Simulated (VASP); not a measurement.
A convergence study with VASP on KI (rock salt): one setting is varied, all else stays as given below, so the limit is that of these other settings.

```
CELL_PARAMETERS angstrom
      0.00000     3.53500     3.53500
      3.53500     0.00000     3.53500
      3.53500     3.53500     0.00000
ATOMIC_POSITIONS crystal
  K  0.00000 0.00000 0.00000
  I  0.50000 0.50000 0.50000
```

Level of theory: PBE GGA, VASP's PBE PAW potentials (set 64) (plane waves; VASP). The tightest run used: 550 eV cut-off, 11×11×11 Monkhorst-Pack mesh, Gaussian smearing of 0.050 eV, potentials K_sv I.

The settings run are 1×1×1 mesh; 2×2×2 mesh; 3×3×3 mesh; 4×4×4 mesh; 5×5×5 mesh; 6×6×6 mesh; 7×7×7 mesh; 8×8×8 mesh; 9×9×9 mesh; 10×10×10 mesh; 11×11×11 mesh. From which on does the energy per atom stay within 0.01 eV/atom of the tightest run?

From 2×2×2 mesh on: it is off by 0.0031 there and by no more than 0.01 in any finer run, while 1×1×1 mesh is off by 1.7483.
| setting | E (eV/atom) | pressure (GPa) | irreducible k-points | difference judged (eV/atom) |
|---|---|---|---|---|
| 1×1×1 mesh | -1.0303 | 11.61 | 1 | 1.7483 |
| 2×2×2 mesh | -2.7816 | 0.55 | 2 | 0.0031 |
| 3×3×3 mesh | -2.7738 | 0.65 | 4 | 0.0048 |
| 4×4×4 mesh | -2.7785 | 0.59 | 10 | 0.0000 |
| 5×5×5 mesh | -2.7785 | 0.59 | 10 | 0.0000 |
| 6×6×6 mesh | -2.7785 | 0.59 | 28 | 0.0000 |
| 7×7×7 mesh | -2.7785 | 0.59 | 20 | 0.0000 |
| 8×8×8 mesh | -2.7785 | 0.59 | 60 | 0.0000 |
| 9×9×9 mesh | -2.7785 | 0.59 | 35 | 0.0000 |
| 10×10×10 mesh | -2.7785 | 0.59 | 110 | 0.0000 |
| 11×11×11 mesh | -2.7785 | 0.59 | 56 | 0.0000 |

Left out are rungs that failed or repeat a setting and relaxations that didn't move; long series are thinned to 24 rows.

The compound is KI in the rock salt structure. The cell was not relaxed at this level.
